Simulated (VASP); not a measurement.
Computed with PBEsol GGA, VASP's PBE PAW potentials (set 64) (plane waves; VASP).

A VASP calculation is set up with these files.

POSCAR:
```
Pr
1.0
  3.6723410000   0.0000000000   0.0000000000
 -1.8361700000   3.1803410000   0.0000000000
  0.0000000000   0.0000000000  11.8157820000
Pr
4
direct
  0.0000000000   0.0000000000   0.0000000000
  0.0000000000   0.0000000000   0.5000000000
  0.3333330000   0.6666670000   0.2500000000
  0.6666670000   0.3333330000   0.7500000000
```

**INCAR**
```
SYSTEM = Pr
PREC = Accurate
ENCUT = 300
EDIFF = 1E-6
NELM = 100
ALGO = Normal
LREAL = .FALSE.
LASPH = .TRUE.
ISMEAR = -1
SIGMA = 0.1
GGA = PS
LMAXMIX = 6
LWAVE = .FALSE.
LCHARG = .FALSE.
ISIF = 2
ISPIN = 2
MAGMOM = 2.0 2.0 2.0 2.0
LORBIT = 11
```

KPOINTS:
```
K-points
0
Gamma
 7 7 2
```

POTCAR, in this order: Pr (PBE.64 set). Program: vasp_std.

Output

OUTCAR:
```
 ion  position               nearest neighbor table
   1  0.000  0.000  0.000-
   2  0.000  0.000  0.500-
   3  0.333  0.667  0.250-
   4  0.667  0.333  0.750-
  LATTYP: Found a hexagonal cell.
 ALAT       =     3.6723410000
 C/A-ratio  =     3.2175067620
 Subroutine PRICEL returns:
 Original cell was already a primitive cell.
 Subroutine GETGRP returns: Found 24 space group operations
The static configuration has the point symmetry D_3d.
 The point group associated with its full space group is D_6h.
The dynamic configuration has the point symmetry D_3d.
The overall configuration has the point symmetry D_3d.
 Subroutine INISYM returns: Found 24 space group operations
 Subroutine IBZKPT returns following result:
 Found     16 irreducible k-points:

 Following reciprocal coordinates:
            Coordinates               Weight
  0.000000  0.000000  0.000000      1.000000
  0.142857  0.000000  0.000000      6.000000
  0.285714  0.000000  0.000000      6.000000
  0.428571  0.000000  0.000000      6.000000
  0.142857  0.142857  0.000000      6.000000
  0.285714  0.142857  0.000000     12.000000
  0.428571  0.142857  0.000000      6.000000
  0.285714  0.285714  0.000000      6.000000
  0.000000  0.000000  0.500000      1.000000
  0.142857  0.000000  0.500000      6.000000
  0.285714  0.000000  0.500000      6.000000
  0.428571  0.000000  0.500000      6.000000
  0.142857  0.142857  0.500000      6.000000
  0.285714  0.142857  0.500000     12.000000
  0.428571  0.142857  0.500000      6.000000
  0.285714  0.285714  0.500000      6.000000
   k-points           NKPTS =     16   k-points in BZ     NKDIM =     16   number of bands    NBANDS=     35
   number of dos      NEDOS =    301   number of ions     NIONS =      4
   total plane-waves  NPLWV =  40320
...
```

**OSZICAR**
```
...
DAV:  12    -0.257770485510E+02    0.16818E+01   -0.18307E+00  4208   0.761E+00    0.321E+01
DAV:  13    -0.233206121685E+02    0.24564E+01   -0.85841E+00  3800   0.152E+01    0.791E+00
DAV:  14    -0.233284288487E+02   -0.78167E-02   -0.43247E+00  4240   0.109E+01    0.101E+01
DAV:  15    -0.233572152959E+02   -0.28786E-01   -0.83986E-01  4252   0.533E+00    0.861E+00
DAV:  16    -0.234584747735E+02   -0.10126E+00   -0.23738E+00  3677   0.819E+00    0.108E+01
DAV:  17    -0.233690472259E+02    0.89428E-01   -0.80148E-01  4368   0.508E+00    0.569E+00
DAV:  18    -0.234014259385E+02   -0.32379E-01   -0.43126E-01  4045   0.322E+00    0.481E+00
DAV:  19    -0.234643254437E+02   -0.62900E-01   -0.22004E-01  4351   0.221E+00    0.621E+00
DAV:  20    -0.234724793353E+02   -0.81539E-02   -0.34286E-01  3848   0.266E+00    0.180E+00
DAV:  21    -0.235030917945E+02   -0.30612E-01   -0.22134E-01  4464   0.151E+00    0.290E+00
DAV:  22    -0.235095265991E+02   -0.64348E-02   -0.11726E-01  4200   0.135E+00    0.220E+00
DAV:  23    -0.235248296804E+02   -0.15303E-01   -0.25807E-01  3877   0.185E+00    0.394E+00
DAV:  24    -0.235343577795E+02   -0.95281E-02   -0.10240E-01  4232   0.906E-01    0.391E+00
DAV:  25    -0.235363354603E+02   -0.19777E-02   -0.82139E-02  4413   0.826E-01    0.273E+00
DAV:  26    -0.235634398463E+02   -0.27104E-01   -0.22771E-01  3608   0.214E+00    0.438E+00
DAV:  27    -0.235612487848E+02    0.21911E-02   -0.86659E-02  4448   0.120E+00    0.288E+00
DAV:  28    -0.235632218669E+02   -0.19731E-02   -0.68295E-02  4088   0.810E-01    0.186E+00
DAV:  29    -0.235678063235E+02   -0.45845E-02   -0.56805E-02  4400   0.597E-01    0.101E+00
DAV:  30    -0.235736501015E+02   -0.58438E-02   -0.58605E-02  4384   0.508E-01    0.807E-01
DAV:  31    -0.235780494329E+02   -0.43993E-02   -0.43126E-02  4424   0.428E-01    0.915E-01
DAV:  32    -0.235812552714E+02   -0.32058E-02   -0.33394E-02  4224   0.298E-01    0.121E+00
DAV:  33    -0.235837599126E+02   -0.25046E-02   -0.28001E-02  3824   0.266E-01    0.126E+00
DAV:  34    -0.235853993782E+02   -0.16395E-02   -0.25605E-02  3664   0.270E-01    0.956E-01
DAV:  35    -0.235843044581E+02    0.10949E-02   -0.21754E-02  4000   0.303E-01    0.117E+00
DAV:  36    -0.235823377389E+02    0.19667E-02   -0.18007E-02  4112   0.270E-01    0.162E+00
DAV:  37    -0.235841603932E+02   -0.18227E-02   -0.14120E-02  4328   0.179E-01    0.174E+00
DAV:  38    -0.235835378420E+02    0.62255E-03   -0.12888E-02  3880   0.250E-01    0.133E+00
DAV:  39    -0.235907278088E+02   -0.71900E-02   -0.14911E-02  3968   0.373E-01    0.116E+00
DAV:  40    -0.235966798960E+02   -0.59521E-02   -0.18085E-02  4112   0.339E-01    0.124E+00
DAV:  41    -0.235989866682E+02   -0.23068E-02   -0.16606E-02  4000   0.253E-01    0.104E+00
DAV:  42    -0.236017564397E+02   -0.27698E-02   -0.20619E-02  3936   0.301E-01    0.731E-01
DAV:  43    -0.236042283230E+02   -0.24719E-02   -0.18332E-02  4296   0.262E-01    0.742E-01
DAV:  44    -0.236059705711E+02   -0.17422E-02   -0.16084E-02  3768   0.181E-01    0.762E-01
DAV:  45    -0.236031871003E+02    0.27835E-02   -0.13235E-02  4096   0.333E-01    0.654E-01
DAV:  46    -0.236083488642E+02   -0.51618E-02   -0.17713E-02  4064   0.297E-01    0.648E-01
DAV:  47    -0.236118156415E+02   -0.34668E-02   -0.16492E-02  4208   0.279E-01    0.590E-01
DAV:  48    -0.236152359433E+02   -0.34203E-02   -0.27973E-02  3976   0.415E-01    0.796E-01
DAV:  49    -0.236173545543E+02   -0.21186E-02   -0.24822E-02  4232   0.330E-01    0.575E-01
DAV:  50    -0.236191368771E+02   -0.17823E-02   -0.25456E-02  4312   0.281E-01    0.498E-01
DAV:  51    -0.236220044383E+02   -0.28676E-02   -0.18960E-02  4256   0.238E-01    0.415E-01
DAV:  52    -0.236236427895E+02   -0.16384E-02   -0.16652E-02  4160   0.152E-01    0.303E-01
DAV:  53    -0.236251530934E+02   -0.15103E-02   -0.13480E-02  3328   0.137E-01    0.261E-01
DAV:  54    -0.236262485462E+02   -0.10955E-02   -0.10839E-02  3416   0.107E-01    0.275E-01
DAV:  55    -0.236272547887E+02   -0.10062E-02   -0.93698E-03  3168   0.112E-01    0.196E-01
DAV:  56    -0.236226666954E+02    0.45881E-02   -0.32529E-02  3864   0.626E-01    0.314E-01
DAV:  57    -0.236289657507E+02   -0.62991E-02   -0.13867E-02  4116   0.337E-01    0.157E-01
DAV:  58    -0.236305477326E+02   -0.15820E-02   -0.96010E-03  4232   0.135E-01    0.136E-01
DAV:  59    -0.236312787352E+02   -0.73100E-03   -0.63726E-03  2895   0.836E-02    0.137E-01
DAV:  60    -0.236315899758E+02   -0.31124E-03   -0.49589E-03  3384   0.773E-02    0.124E-01
DAV:  61    -0.236321253845E+02   -0.53541E-03   -0.38240E-03  2920   0.725E-02    0.134E-01
DAV:  62    -0.236324762954E+02   -0.35091E-03   -0.28742E-03  2808   0.489E-02    0.156E-01
DAV:  63    -0.236326578536E+02   -0.18156E-03   -0.25655E-03  3040   0.691E-02    0.242E-01
DAV:  64    -0.236328252220E+02   -0.16737E-03   -0.22372E-03  3288   0.573E-02    0.253E-01
DAV:  65    -0.236329585868E+02   -0.13336E-03   -0.19510E-03  3040   0.628E-02    0.197E-01
DAV:  66    -0.236332404390E+02   -0.28185E-03   -0.16342E-03  3064   0.622E-02    0.105E-01
DAV:  67    -0.236333855925E+02   -0.14515E-03   -0.13737E-03  2744   0.440E-02    0.951E-02
DAV:  68    -0.236335038300E+02   -0.11824E-03   -0.11964E-03  2368   0.319E-02    0.862E-02
DAV:  69    -0.236336337137E+02   -0.12988E-03   -0.10612E-03  2288   0.348E-02    0.996E-02
DAV:  70    -0.236337308667E+02   -0.97153E-04   -0.98170E-04  2168   0.314E-02    0.737E-02
DAV:  71    -0.236338156285E+02   -0.84762E-04   -0.89262E-04  2912   0.419E-02    0.664E-02
DAV:  72    -0.236338761240E+02   -0.60495E-04   -0.74760E-04  2440   0.408E-02    0.754E-02
DAV:  73    -0.236338989764E+02   -0.22852E-04   -0.72884E-04  3784   0.479E-02    0.883E-02
DAV:  74    -0.236339612608E+02   -0.62284E-04   -0.63948E-04  2784   0.336E-02    0.896E-02
DAV:  75    -0.236340076186E+02   -0.46358E-04   -0.58787E-04  2808   0.334E-02    0.974E-02
DAV:  76    -0.236340956271E+02   -0.88008E-04   -0.52695E-04  2920   0.380E-02    0.104E-01
DAV:  77    -0.236341510614E+02   -0.55434E-04   -0.46154E-04  2384   0.350E-02    0.105E-01
DAV:  78    -0.236342060920E+02   -0.55031E-04   -0.40489E-04  2176   0.252E-02    0.918E-02
DAV:  79    -0.236342491320E+02   -0.43040E-04   -0.35991E-04  2288   0.262E-02    0.884E-02
DAV:  80    -0.236342828198E+02   -0.33688E-04   -0.32517E-04  2152   0.207E-02    0.793E-02
DAV:  81    -0.236342987158E+02   -0.15896E-04   -0.30430E-04  2120   0.257E-02    0.795E-02
DAV:  82    -0.236343315964E+02   -0.32881E-04   -0.27373E-04  2128   0.190E-02    0.760E-02
DAV:  83    -0.236343619529E+02   -0.30357E-04   -0.24914E-04  2064   0.194E-02    0.758E-02
DAV:  84    -0.236343923382E+02   -0.30385E-04   -0.22402E-04  2128   0.185E-02    0.708E-02
DAV:  85    -0.236344161535E+02   -0.23815E-04   -0.20363E-04  2248   0.198E-02    0.646E-02
DAV:  86    -0.236344423560E+02   -0.26203E-04   -0.18639E-04  2263   0.210E-02    0.506E-02
DAV:  87    -0.236344645195E+02   -0.22164E-04   -0.16985E-04  2440   0.239E-02    0.433E-02
DAV:  88    -0.236344786242E+02   -0.14105E-04   -0.15097E-04  2073   0.189E-02    0.419E-02
DAV:  89    -0.236344924147E+02   -0.13791E-04   -0.13783E-04  1774   0.158E-02    0.420E-02
DAV:  90    -0.236345050796E+02   -0.12665E-04   -0.12634E-04  1739   0.140E-02    0.416E-02
DAV:  91    -0.236345151685E+02   -0.10089E-04   -0.12660E-04  1645   0.129E-02    0.460E-02
DAV:  92    -0.236345279894E+02   -0.12821E-04   -0.11466E-04  1597   0.903E-03    0.455E-02
DAV:  93    -0.236345396076E+02   -0.11618E-04   -0.10690E-04  1597   0.921E-03    0.449E-02
DAV:  94    -0.236345496178E+02   -0.10010E-04   -0.99908E-05  1597   0.743E-03    0.453E-02
DAV:  95    -0.236345594844E+02   -0.98666E-05   -0.90350E-05  1597   0.748E-03    0.444E-02
DAV:  96    -0.236345600124E+02   -0.52797E-06   -0.11077E-04  2501   0.212E-02    0.589E-02
DAV:  97    -0.236345725279E+02   -0.12516E-04   -0.87537E-05  1813   0.165E-02    0.604E-02
DAV:  98    -0.236345810160E+02   -0.84881E-05   -0.71541E-05  1645   0.875E-03    0.634E-02
DAV:  99    -0.236345887641E+02   -0.77480E-05   -0.66093E-05  1573   0.957E-03    0.617E-02
DAV: 100    -0.236345966243E+02   -0.78602E-05   -0.60016E-05  1549   0.711E-03
   1 F= -.23634597E+02 E0= -.23253015E+02  d E =-.763163E+00  mag=    10.4021
```

OUTCAR:
```
------------------------ aborting loop EDIFF was not reached (unconverged)  ----------------------------
  FORCE on cell =-STRESS in cart. coord.  units (eV):
  Direction    XX          YY          ZZ          XY          YZ          ZX
  --------------------------------------------------------------------------------------
  Total       -4.8126955     -4.8126967     -4.8625157     -0.0000008      0.0000000      0.0000000
  in kB      -55.8752923    -55.8753065    -56.4537035     -0.0000088      0.0000000      0.0000000
  external PRESSURE =     -56.0681008 kB  Pullay stress =       0.0000000 kB
  volume of cell :      138.00
      direct lattice vectors                 reciprocal lattice vectors
     3.672341000  0.000000000  0.000000000     0.272305867  0.157215803  0.000000000
    -1.836170000  3.180341000  0.000000000     0.000000000  0.314431691  0.000000000
     0.000000000  0.000000000 11.815782000     0.000000000  0.000000000  0.084632570
 POSITION                                       TOTAL-FORCE (eV/Angst)
 -----------------------------------------------------------------------------------
      0.00000      0.00000      0.00000        -0.000000      0.000000      0.000000
      0.00000      0.00000      5.90789        -0.000000      0.000000      0.000000
     -0.00000      2.12023      2.95395        -0.000000     -0.000000     -0.000000
      1.83617      1.06011      8.86184         0.000000      0.000000      0.000000
 -----------------------------------------------------------------------------------
    total drift:                                0.000000     -0.000000      0.000000
  FREE ENERGIE OF THE ION-ELECTRON SYSTEM (eV)
  ---------------------------------------------------
  free  energy   TOTEN  =       -23.6345966243 eV

  energy  without entropy=      -22.8714335438  energy(sigma->0) =      -23.25301508

 total charge

# of ion       s       p       d       f       tot
--------------------------------------------------
    1        1.976   5.268   0.592   2.146   9.982
    2        1.976   5.268   0.592   2.146   9.982
    3        1.977   5.268   0.598   2.132   9.976
    4        1.977   5.268   0.598   2.132   9.976
--------------------------------------------------
tot          7.906  21.072   2.381   8.556  39.915

 magnetization (x)

# of ion       s       p       d       f       tot
--------------------------------------------------
    1       -0.006  -0.026   0.115   2.066   2.149
    2       -0.006  -0.026   0.115   2.066   2.149
    3       -0.008  -0.025   0.103   2.065   2.135
    4       -0.008  -0.025   0.103   2.065   2.135
--------------------------------------------------
tot         -0.029  -0.103   0.437   8.262   8.568
```
(Selected blocks of OUTCAR.)

stdout:
```
...
 -----------------------------------------------------------------------------
|                                                                             |
|           W    W    AA    RRRRR   N    N  II  N    N   GGGG   !!!           |
|           W    W   A  A   R    R  NN   N  II  NN   N  G    G  !!!           |
|           W    W  A    A  R    R  N N  N  II  N N  N  G       !!!           |
|           W WW W  AAAAAA  RRRRR   N  N N  II  N  N N  G  GGG   !            |
|           WW  WW  A    A  R   R   N   NN  II  N   NN  G    G                |
|           W    W  A    A  R    R  N    N  II  N    N   GGGG   !!!           |
|                                                                             |
|     The electronic self-consistency was not achieved in the given           |
|     number of steps (NELM). The forces and other quantities evaluated       |
|     might not be reliable so examine the results carefully. If you find     |
|     spurious results, we suggest increasing NELM, if you were close to      |
|     convergence or switching to a different ALGO or adjusting the           |
|     density mixing parameters otherwise.                                    |
|                                                                             |
 -----------------------------------------------------------------------------

 -----------------------------------------------------------------------------
|                                                                             |
|           W    W    AA    RRRRR   N    N  II  N    N   GGGG   !!!           |
|           W    W   A  A   R    R  NN   N  II  NN   N  G    G  !!!           |
|           W    W  A    A  R    R  N N  N  II  N N  N  G       !!!           |
|           W WW W  AAAAAA  RRRRR   N  N N  II  N  N N  G  GGG   !            |
|           WW  WW  A    A  R   R   N   NN  II  N   NN  G    G                |
|           W    W  A    A  R    R  N    N  II  N    N   GGGG   !!!           |
|                                                                             |
|     Your highest band is occupied at some k-points! Unless you are          |
|     performing a calculation for an insulator or semiconductor, without     |
|     unoccupied bands, you have included TOO FEW BANDS!! Please increase     |
|     the parameter NBANDS in file INCAR to ensure that the highest band      |
|     is unoccupied at all k-points. It is always recommended to include      |
|     a few unoccupied bands to accelerate the convergence of                 |
|     molecular-dynamics runs (even for insulators or semiconductors),        |
|     since the presence of unoccupied bands improves wavefunction            |
|     prediction and helps to suppress 'band-crossings'.                      |
|                                                                             |
 -----------------------------------------------------------------------------

   1 F= -.23634597E+02 E0= -.23253015E+02  d E =-.763163E+00  mag=    10.4021
```

Convergence was not reached.

At this cut-off the stress carries a Pulay error, which pulls relaxed volumes low.

The structure was generated: Pr was put into an ordered model structure, which need not be its known phase. The cell was not relaxed at this level. The run is one of a series of settings (GGA = PS against the base run), some of them coarse on purpose. VASP warned that the highest band is occupied, so more bands are needed.
